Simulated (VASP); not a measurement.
Here is a VASP 6.6.1 calculation.

File INCAR:

```
SYSTEM = Ba2Tl5V3O12
PREC = Accurate
ENCUT = 520
EDIFF = 1E-7
ISMEAR = -1
SIGMA = 0.05
LREAL = .False.
LASPH = .True.
NELM = 100
ALGO = Normal
ISIF = 2
LWAVE = .False.
LCHARG = .False.
ISPIN = 2
MAGMOM = 0 0 2 2 2 0 0 0 0 0 0 0 0 0 0 0 0 0 0 0 0 0
LORBIT = 11
LMAXMIX = 4
GGA = PE
NBANDS = 119
KPAR = 4
```

KPOINTS

```
Automatic mesh
0
Gamma
  5 4 3
  0 0 0
```

File POSCAR:

```
Ba2Tl5V3O12
1.0
    6.6527200000      0.0494600000      0.0201700000
    2.8607000000      8.3646400000      0.0038400000
    2.6827900000      2.4693600000      9.1956900000
Ba V Tl O
2 3 5 12
Direct
    0.8041900000      0.0466500000      0.0226400000
    0.2120500000      0.9515700000      0.3401200000
    0.7454000000      0.7079600000      0.3358200000
    0.2596300000      0.2659900000      0.0322500000
    0.0407400000      0.0769500000      0.6610600000
    0.2563600000      0.3984700000      0.3500300000
    0.5896600000      0.3486600000      0.6055300000
    0.5732700000      0.8806900000      0.6684200000
    0.7455200000      0.4966400000      0.1164800000
    0.1189100000      0.6420600000      0.7430300000
    0.2843300000      0.0971700000      0.5417500000
    0.8535000000      0.4957500000      0.3438600000
    0.4025500000      0.2044800000      0.1728200000
    0.8841400000      0.0537700000      0.5596700000
    0.1401700000      0.4795600000      0.9889900000
    0.5462700000      0.7363100000      0.4871200000
    0.9059400000      0.2427900000      0.7326200000
    0.6154300000      0.8005800000      0.1885700000
    0.0553800000      0.1645100000      0.1016400000
    0.0820900000      0.9040400000      0.8070800000
    0.4417800000      0.2012300000      0.8918700000
    0.9426900000      0.8041700000      0.3086200000
```

Potentials or basis: VASP PAW PBE potentials, release 64 (Ba_sv, V_sv, Tl_d, O).

Launch:

```sh
$ cat potpaw_PBE.64/Ba_sv/POTCAR potpaw_PBE.64/V_sv/POTCAR potpaw_PBE.64/Tl_d/POTCAR potpaw_PBE.64/O/POTCAR > POTCAR
$ mpirun -np 4 vasp_std > vasp.out
```

Question: What does it give for the band gap on the k mesh?

Answer: 2.90 eV, indirect (least direct gap 3.01 eV).

Question: What does it give for the pressure?

Answer: 0.5 GPa.

Question: What does it give for the largest force?

Answer: 0.192 eV/Å.

Forces on the atoms (eV/Å):
```
Ba   0.011 -0.017  0.013
Ba  -0.001 -0.025  0.039
V    0.012 -0.040  0.017
V   -0.049  0.051  0.028
V    0.030 -0.013 -0.020
Tl   0.007  0.004  0.000
Tl  -0.009  0.004 -0.006
Tl   0.004 -0.003  0.000
Tl  -0.008  0.003  0.000
Tl  -0.002 -0.005 -0.005
O    0.113  0.012 -0.061
O    0.010 -0.132  0.010
O    0.099  0.051  0.090
O   -0.145 -0.009 -0.032
O   -0.017  0.120 -0.029
O   -0.032  0.025  0.147
O   -0.014  0.167  0.029
O   -0.094 -0.039 -0.105
O   -0.056  0.027  0.006
O    0.033 -0.127  0.070
O    0.030 -0.081 -0.172
O    0.079  0.025 -0.018
```

Caveat: spin-orbit coupling is left out, which as a rule narrows the gap of such compounds by several tenths of an eV; an odd mesh through Γ misses points on the zone boundary, where band edges often lie. As with any semilocal functional, this PBE gap is likely too small.
